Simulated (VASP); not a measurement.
Crystal: MgB.

```
Mg B
1.0
     2.89515    0.00000    0.00000
     0.00000    2.89515    0.00000
     0.00000    0.00000    2.89515
Mg B
1 1
Direct
  0.00000 0.00000 0.00000
  0.50000 0.50000 0.50000
```

The cell was built by a generator and needn't be a form met in nature.

```yaml
Program: VASP 6.6.1
Task: single point
Functional: PBE
Potentials_or_basis: VASP PAW PBE potentials, release 64 (Mg, B)
Cutoff: 520 eV
k_mesh: 9 × 9 × 9
Occupations: fermi-dirac, width 0.05 eV
Spin: no spin polarisation
```

On this cell: pressure -0.1 GPa; largest force zero by symmetry; band gap on the k mesh none (metal or under the smearing width).

The same run follows on a disturbed copy (atoms moved at random, drawn with an rms of 0.05 Å):

```
Mg B
1.0
     2.89515    0.00000    0.00000
     0.00000    2.89515    0.00000
     0.00000    0.00000    2.89515
Mg B
1 1
Direct
  0.99479 0.00429 0.99608
  0.50673 0.48562 0.50272
```

Question: What changes?

Answer: The energy (extrapolated to zero smearing) moves by +4.7 meV/atom; pressure 0.1 GPa; largest force 0.279 eV/Å; band gap on the k mesh none (metal or under the smearing width).

Forces in eV/Å, atoms in the order of the input:
```
Mg   0.144 -0.224  0.080
B   -0.144  0.224 -0.080
```

Stress tensor (GPa, compression positive):
```
 0.12 -0.19  0.07
-0.19  0.04 -0.11
 0.07 -0.11  0.17
```
